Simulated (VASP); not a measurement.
Method: PBE GGA, VASP's PBE PAW potentials (set 64) (plane waves; VASP).

VASP input:

File KPOINTS:
```
K-points
0
Gamma
 10 10 10
0 0 0
```

**POSCAR**
```
CdF2
2.6786470
  0.0000000000   0.9931592330   0.9987019566
  1.0000000000   0.0000000000   0.9987019566
  1.0000000000   0.9931592330   0.0000000000
Cd F
1 2
Cart
  0.0000000000   0.0000000000   0.0000000000
  0.5000000000   0.4965796165   0.4993509783
  1.5086700000   1.4897388495   1.4980529349
```

### INCAR
```
SYSTEM = CdF2
PREC = Accurate
ENCUT = 520
EDIFF = 1E-6
NELM = 100
ALGO = Normal
LREAL = .FALSE.
LASPH = .TRUE.
ISMEAR = 0
SIGMA = 0.05
GGA = PE
LMAXMIX = 4
LWAVE = .FALSE.
LCHARG = .FALSE.
ISIF = 2
```

POTCAR, in this order: Cd F (PBE.64 set). Program: vasp_std.

Task: What does the run give for the energy per atom (σ→0), pressure, largest force?

Result: 
| Item | Result |
|---|---|
| energy per atom (σ→0) | -3.603 eV/atom |
| pressure | 9.54 GPa |
| largest force | 0.128 eV/Å |

**OSZICAR**
```
...
DAV:   8    -0.108151631421E+02    0.52835E-02   -0.14095E-01 10196   0.401E+00    0.692E-01
DAV:   9    -0.108070774408E+02    0.80857E-02   -0.38036E-02 12367   0.263E+00    0.847E-02
DAV:  10    -0.108076519433E+02   -0.57450E-03   -0.28283E-03  9727   0.661E-01    0.111E-01
DAV:  11    -0.108077289374E+02   -0.76994E-04   -0.10694E-04 11031   0.128E-01    0.343E-02
DAV:  12    -0.108077528078E+02   -0.23870E-04   -0.36510E-05  9754   0.604E-02    0.177E-02
DAV:  13    -0.108077544815E+02   -0.16738E-05   -0.59442E-06 10620   0.219E-02    0.338E-03
DAV:  14    -0.108077543849E+02    0.96611E-07   -0.54434E-07  7299   0.105E-02
   1 F= -.10807754E+02 E0= -.10807754E+02  d E =-.486136E-18
```

The compound is CdF2 in the fluorite structure. The cell was not relaxed at this level, atoms are displaced from their ideal sites. The run is one of a series of settings (KPOINTS 10×10×10 Γ-centred mesh against the base run), some of them coarse on purpose.
